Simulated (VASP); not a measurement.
All values below come from HSE06 screened hybrid, VASP's PBE PAW potentials (set 64) (plane waves; VASP 6.6.1).

The input files of a VASP run:

**POSCAR**
```
SnTe
1
    0.0000000000     3.1858150000     3.1858150000
    3.1858150000     0.0000000000     3.1858150000
    3.1858150000     3.1858150000     0.0000000000
Sn Te
1 1
Direct
  0.0109510000   0.0045450000  -0.0033620000
  0.4890490000   0.4954550000   0.5033620000
```

**INCAR**
```
SYSTEM = SnTe
PREC = Accurate
ENCUT = 210
EDIFF = 1E-6
NELM = 100
ALGO = Normal
LREAL = .FALSE.
LASPH = .TRUE.
ISMEAR = 1
SIGMA = 0.1
GGA = PE
HFSCREEN = 0.2
AEXX = 0.25
LHFCALC = .TRUE.
PRECFOCK = Fast
ISYM = 3
LMAXMIX = 4
LWAVE = .FALSE.
LCHARG = .FALSE.
ISIF = 2
```

KPOINTS:
```
Automatic mesh
0
Gamma
3 3 3
0 0 0
```

POTCAR, in this order: Sn_d Te (PBE.64 set). Program: vasp_std.

The resulting files:

File OUTCAR:
```
 ion  position               nearest neighbor table
   1  0.011  0.005  0.997-   2 3.09   2 3.14   2 3.18   2 3.20   2 3.24   2 3.28
   2  0.489  0.495  0.503-   1 3.09   1 3.14   1 3.18   1 3.20   1 3.24   1 3.28
  LATTYP: Found a face centered cubic cell.
 ALAT       =     6.3716300000
 Subroutine PRICEL returns:
 Original cell was already a primitive cell.
 Subroutine GETGRP returns: Found  1 space group operations
The static configuration has the point symmetry C_1 .
The dynamic configuration has the point symmetry C_1 .
 Subroutine INISYM returns: Found  1 space group operations
 Subroutine IBZKPT returns following result:
 Found     14 irreducible k-points:

 Following reciprocal coordinates:
            Coordinates               Weight
  0.000000  0.000000  0.000000      1.000000
  0.333333  0.000000  0.000000      2.000000
  0.000000  0.333333  0.000000      2.000000
  0.000000  0.000000  0.333333      2.000000
  0.333333  0.333333  0.333333      2.000000
  0.333333  0.333333  0.000000      2.000000
  0.000000  0.333333  0.333333      2.000000
  0.333333  0.000000  0.333333      2.000000
 -0.333333  0.333333  0.000000      2.000000
...
```

File OSZICAR:
```
       N       E                     dE             d eps       ncg     rms          rms(c)
DAV:   1    -0.211269159248E+04   -0.21127E+04   -0.68157E+03   392   0.878E+02
DAV:   2    -0.220022932430E+04   -0.87538E+02   -0.86262E+02   488   0.245E+02
DAV:   3    -0.220505056120E+04   -0.48212E+01   -0.48176E+01   452   0.610E+01
DAV:   4    -0.220514887707E+04   -0.98316E-01   -0.98298E-01   494   0.854E+00
DAV:   5    -0.910820405161E+01    0.21960E+04   -0.90957E+00   476   0.350E+01    0.241E+01
DAV:   6    -0.909592049233E+01    0.12284E-01   -0.69470E-01   512   0.516E+00    0.759E+00
DAV:   7    -0.910915881712E+01   -0.13238E-01   -0.11913E-01   440   0.159E+00    0.472E+00
DAV:   8    -0.911023866386E+01   -0.10798E-02   -0.71657E-03   502   0.425E-01    0.285E+00
DAV:   9    -0.910894326419E+01    0.12954E-02   -0.88205E-04   404   0.159E-01    0.171E+00
DAV:  10    -0.910864486201E+01    0.29840E-03   -0.70989E-04   448   0.108E-01    0.104E+00
DAV:  11    -0.910859965177E+01    0.45210E-04   -0.14585E-04   504   0.599E-02    0.630E-01
DAV:  12    -0.910858286662E+01    0.16785E-04   -0.19447E-05   474   0.297E-02    0.394E-01
DAV:  13    -0.910857906235E+01    0.38043E-05   -0.82064E-06   464   0.183E-02    0.246E-01
DAV:  14    -0.910857970969E+01   -0.64734E-06   -0.31231E-06   434   0.108E-02
   1 F= -.91085797E+01 E0= -.91091619E+01  d E =0.174650E-02
```

**OUTCAR**
```
------------------------ aborting loop because EDIFF is reached ----------------------------------------
  FORCE on cell =-STRESS in cart. coord.  units (eV):
  Direction    XX          YY          ZZ          XY          YZ          ZX
  --------------------------------------------------------------------------------------
  Total       -2.1418399     -2.1096856     -2.0038802     -0.0316969     -0.0252487     -0.0315462
  in kB      -53.0647257    -52.2680948    -49.6467338     -0.7853003     -0.6255447     -0.7815674
  external PRESSURE =     -51.6598514 kB  Pullay stress =       0.0000000 kB
  volume of cell :       64.67
      direct lattice vectors                 reciprocal lattice vectors
     0.000000000  3.185815000  3.185815000    -0.156945711  0.156945711  0.156945711
     3.185815000  0.000000000  3.185815000     0.156945711 -0.156945711  0.156945711
     3.185815000  3.185815000  0.000000000     0.156945711  0.156945711 -0.156945711
 POSITION                                       TOTAL-FORCE (eV/Angst)
 -----------------------------------------------------------------------------------
      3.18958      3.20999      0.04937         0.009174      0.056793      0.104908
      3.18205      3.16164      3.13645        -0.009174     -0.056793     -0.104908
 -----------------------------------------------------------------------------------
    total drift:                                0.000300      0.000336     -0.001322
  FREE ENERGIE OF THE ION-ELECTRON SYSTEM (eV)
  ---------------------------------------------------
  free  energy   TOTEN  =        -9.1085797097 eV

  energy  without entropy=       -9.1103262098  energy(sigma->0) =       -9.10916188

  exchange ACFDT corr.  =         0.00000000  see jH, gK, PRB 81, 115126
```
(Selected blocks of OUTCAR.)

At this cut-off the stress carries a Pulay error, which pulls relaxed volumes low.

The structure comes from a computed database's SnTe entry; how it stands against other phases isn't given here. The cell was not relaxed at this level, atoms are displaced from their ideal sites. The k-mesh is coarse (spacing up to 0.57 per Å, 2π included), so the numbers may not be converged in it. The run is one of a series of settings (AEXX = 0.25, ENCUT = 210, GGA = PE, HFSCREEN = 0.2, ISYM = 3, LHFCALC = .TRUE., PRECFOCK = Fast, KPOINTS 3×3×3 Γ-centred mesh against the base run), some of them coarse on purpose.
